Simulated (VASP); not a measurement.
**TiC: energy against the displacement of an atom**

TiC (rock salt, Fm-3m, 9.904 Å³/atom and stress up to 0.17 GPa in the relaxed cell, cube axes along x, y and z) under a displacement u of the C atom at (2.148, 2.148, 2.148) Å, one of 2 in the cell, and of all its periodic images, along (1, 1, 1). PBEsol in VASP (plane waves, PAW), 600 eV, 18×18×18 Γ-centred mesh, Methfessel-Paxton smearing 0.10 eV; the cell and the other atoms are held.

Here q stands for square of the displacement and y for E less E0.

```
square of the displacement (Å²)  E less E0 (meV/cell)
-------------------------------  --------------------
0.0000                                            0.0
0.0004                                            2.0
0.0016                                            8.1
0.0049                                           24.9
0.0324                                              ?
```

The 4 complete rows are fitted with a straight line, y against q. Means: q 0.0017250, y 8.75. About the means, the sum of products is 0.075395 and the sum of squares of q is 1.4827e-5; the slope is their ratio. Least squares gives y = -0.02 + 5085·q. Residuals (row less fit): 0.02, -0.01, -0.02, 0.00; standard error 0.02 (degrees of freedom: 2). The runs give the same energy for u and −u. Twice the slope is the force constant of this zone-centre displacement, 10.17 ± 0.01 eV/Å².

Problem. Predict the withheld y at q = 0.0324 from the fit, and compare with the calculation.

Solution. y = -0.02 + 5085 × 0.0324 = 164.73 meV/cell. The calculation gives 152.2 meV/cell, 12.53 meV/cell below the prediction (8.2 % of the range of y in the table). The row lies outside the fitted rows, so this is an extrapolation. The scatter of the fitted rows lies at the last printed digit.

A polynomial of degree 2 through the 6 other runs of the series gives 149.4 there, so most of the miss is curvature that the fit leaves out. In a metal these values are sensitive to mesh and smearing; energies are taken to zero smearing, stresses follow the free energy. The runs aren't spin-polarised. Rows are the converged runs of the series near zero and its far end, less any whose ions stayed unrelaxed beside relaxed ones; series whose fitted rows scatter by over a few per cent of the range, as at a crossing or softening among them, aren't shown in this form. Most that stay on the fit to the last digits aren't either.
